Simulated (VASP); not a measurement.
Energy against volume of Zn (hcp). Computed with PBE GGA with D3 dispersion (zero damping), VASP's PBE PAW potentials (set 64) (plane waves; VASP). Run with 520 eV cut-off, 16×16×8 Γ-centred mesh, first-order Methfessel-Paxton smearing of 0.10 eV, potentials Zn.

Shape and ions are relaxed at each volume.

| V (Å³/atom) | E (eV/atom) |
|---|---|
| 13.742 | -1.46218 |
| 14.167 | -1.46838 |
| 14.592 | -1.46739 |
| 15.017 | -1.46044 |

### Question
Fit these four points and predict the energy of the run at 13.317 Å³/atom.

### Answer
A cubic in V^(−2/3), the third-order Birch-Murnaghan form, passes through the four points with V0 = 14.31 Å³/atom and B0 = 85 GPa, and gives -1.4473 eV/atom there. The run gave -1.4476 eV/atom, -0.3 meV/atom from the fit; all five points give B0 = 85 GPa.

The compound is Zn in the hcp structure. It was relaxed first, which changed the volume by -6 %.
